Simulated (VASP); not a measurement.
Input:

```yaml
crystal:
  lattice:
    - [3.54427, 0.00000, 0.00000]
    - [0.00000, 3.54427, 0.00000]
    - [0.00000, 0.00000, 3.54427]
  atoms:
    - { symbol: Al, position: [0.00000, 0.00000, 0.00000] }
    - { symbol: Ni, position: [0.00000, 0.50000, 0.50000], spin: 0.2 }
    - { symbol: Ni, position: [0.50000, 0.00000, 0.50000], spin: 0.2 }
    - { symbol: Ni, position: [0.50000, 0.50000, 0.00000], spin: 0.2 }
```

Calculation: rev-vdW-DF2, VASP's PBE PAW potentials (set 64) (plane waves; VASP). Settings: 520 eV cut-off, Gaussian smearing of 0.050 eV, potentials Al Ni.

### Question
Estimate the cell moment, band gap (along the path) with the smallest direct gap where there is one.

### Answer

```yaml
band gap (along the path): none (metal, semimetal or under 0.01 eV)
cell_moment: 0.00 μB
```

The absolute energy has meaning only against runs of the same code, potentials and settings.

The compound is Ni3Al in the L1_2 structure. It was relaxed first.
